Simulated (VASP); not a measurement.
# SbAs (Pm-3m) in VASP: notebook, part 2 of 2

VASP 6.6.1.

## 4. Single point, LDA

This run uses another cell than the first one, of 18.74 Å³/atom, 0.886 times its volume.

Contents of INCAR:

```
PREC = Accurate
ENCUT = 520
EDIFF = 1E-6
ISMEAR = 0
SIGMA = 0.05
LREAL = F
LASPH = T
NELM = 60
ALGO = Normal
ISIF = 2
LWAVE = F
LCHARG = T
LELF = T
LVHAR = T
NBANDS = 12
```

Contents of KPOINTS:

```
regular mesh
0
Gamma
  6 6 6
```

Contents of POSCAR:

```
SbAs
1.0
    3.3463221602      0.0000000000      0.0000000000
    0.0000000000      3.3463221602      0.0000000000
    0.0000000000      0.0000000000      3.3463221602
Sb As
1 1
Direct
    0.0000000000      0.0000000000      0.0000000000
    0.5000000000      0.5000000000      0.5000000000
```

Potentials or basis: VASP PAW LDA potentials, release 64 (Sb, As).

Launch:

```sh
> cat potpaw_LDA.64/Sb/POTCAR potpaw_LDA.64/As/POTCAR > POTCAR
> mpirun -np 1 vasp_std > vasp.out
```

OUTCAR:

```text
PREC = Accurate
   ENCUT = 520
   EDIFF = 1E-6
   ISMEAR = 0
   LREAL = F
   LASPH = T
   NELM = 60
   ISIF = 2

 ion  position               nearest neighbor table
   1  0.000  0.000  0.000-   2 2.90   2 2.90   2 2.90   2 2.90   2 2.90   2 2.90   2 2.90   2 2.90

   2  0.500  0.500  0.500-   1 2.90   1 2.90   1 2.90   1 2.90   1 2.90   1 2.90   1 2.90   1 2.90

  LATTYP: Found a simple cubic cell.
 ALAT       =     3.3463221602

  Lattice vectors:

 A1 = (   3.3463221602,   0.0000000000,   0.0000000000)
 A2 = (   0.0000000000,   3.3463221602,   0.0000000000)
 A3 = (   0.0000000000,   0.0000000000,   3.3463221602)

Analysis of symmetry for initial positions (statically):
=====================================================================
 Subroutine PRICEL returns:
 Original cell was already a primitive cell.

 Routine SETGRP: Setting up the symmetry group for a
 simple cubic supercell.

 Subroutine GETGRP returns: Found 48 space group operations
 (whereof 48 operations were pure point group operations)
 out of a pool of 48 trial point group operations.

[... 168 lines left out ...]
      1      -5.3857      2.00000
      2       5.1065      2.00000
      3       7.7146      2.00000
      4       7.7146      2.00000
      5       7.7146      2.00000
      6      13.2784      0.00000
      7      13.2784      0.00000
      8      17.7738      0.00000
      9      17.7738      0.00000
     10      17.7738      0.00000
     11      22.5922      0.00000
     12      22.5922      0.00000
[... 271 lines left out ...]
 k-point    20 :       0.5000    0.5000    0.5000
  band No.  band energies     occupation
      1       0.7248      2.00000
      2       3.2938      2.00000
      3       6.4534      2.00000
      4       6.4534      2.00000
      5       6.4534      2.00000
      6       6.6978      2.00000
      7       6.6978      2.00000
      8       6.6978      2.00000
      9      26.2582      0.00000
     10      26.2582      0.00000
     11      26.2582      0.00000
     12      27.3286      0.00000

------------------------ aborting loop because EDIFF is reached ----------------------------------------

  FORCE on cell =-STRESS in cart. coord.  units (eV):
  Direction    XX          YY          ZZ          XY          YZ          ZX
  --------------------------------------------------------------------------------------
  -------------------------------------------------------------------------------------
  Total        3.7401538      3.7401538      3.7401538      0.0000000      0.0000000      0.0000000
  in kB      159.9177945    159.9177945    159.9177945      0.0000000      0.0000000      0.0000000
  external PRESSURE =     159.9177945 kB  Pullay stress =       0.0000000 kB

 VOLUME and BASIS-vectors are now :
 -----------------------------------------------------------------------------
  energy-cutoff  :      520.00
  volume of cell :       37.47
      direct lattice vectors                 reciprocal lattice vectors
     3.346322160  0.000000000  0.000000000     0.298835543  0.000000000  0.000000000
     0.000000000  3.346322160  0.000000000     0.000000000  0.298835543  0.000000000
     0.000000000  0.000000000  3.346322160     0.000000000  0.000000000  0.298835543

 POSITION                                       TOTAL-FORCE (eV/Angst)
 -----------------------------------------------------------------------------------
      0.00000      0.00000      0.00000         0.000000      0.000000      0.000000
      1.67316      1.67316      1.67316         0.000000      0.000000      0.000000
 -----------------------------------------------------------------------------------
    total drift:                                0.000000      0.000000      0.000000

  FREE ENERGIE OF THE ION-ELECTRON SYSTEM (eV)
  ---------------------------------------------------
  free  energy   TOTEN  =        -9.3535390739 eV

  energy  without entropy=       -9.3512819847  energy(sigma->0) =       -9.35241053
```

Run time: 4.7 s. Hardware: 1 thread of Intel Xeon Platinum 8488C (Sapphire Rapids), shared host; peak memory 0.14 GiB.

What came out:

```
Free energy            : -9.3535 eV
Pressure               : 16.0 GPa
Band gap on the k mesh : none (metal or under the smearing width)
```

Levels at points of the mesh, in eV from the Fermi level:
| k point | band 1 | band 2 | band 3 | band 4 | band 5 | band 6 | band 7 | band 8 | band 9 | band 10 |
| --- | --- | --- | --- | --- | --- | --- | --- | --- | --- | --- |
| (0.00, 0.00, 0.00) | -15.58 | -5.09 | -2.48 | -2.48 | -2.48 | 3.08 | 3.08 | 7.58 | 7.58 | 7.58 |
| (0.50, 0.00, 0.00) | -12.67 | -11.74 | 0.15 | 0.42 | 0.42 | 1.27 | 1.71 | 1.71 | 5.59 | 6.27 |
| (0.50, 0.50, 0.00) | -10.67 | -9.03 | -7.23 | -7.23 | 1.35 | 3.68 | 4.83 | 4.83 | 7.25 | 8.06 |
| (0.50, 0.50, 0.50) | -9.47 | -6.90 | -3.74 | -3.74 | -3.74 | -3.50 | -3.50 | -3.50 | 16.06 | 16.06 |

Caveat: so large a pressure means that the cell lies far from this level's equilibrium, or that cutoff or potentials fall short.

## 5. Overview

```tsv
cell	gap on the mesh (eV)	pressure (GPa)
Pm-3m, 21.15 Å³/atom	none	2.2
Pm-3m, 21.75 Å³/atom	none	0.3
Pm-3m, 18.74 Å³/atom	none	16.0
```

Alike in all rows: task single point; level LDA; potentials or basis VASP PAW LDA potentials, release 64 (Sb, As); no spin polarisation; k mesh 6 × 6 × 6; cutoff (eV) 520; smearing gaussian 0.05 eV.

Every run on the cell as given and a fine mesh finds a metal.

Caveats: so large a pressure means that the cell lies far from this level's equilibrium, or that cutoff or potentials fall short (some runs).

Total energies depend on the potentials used, so only differences within one code and one set of settings carry meaning.
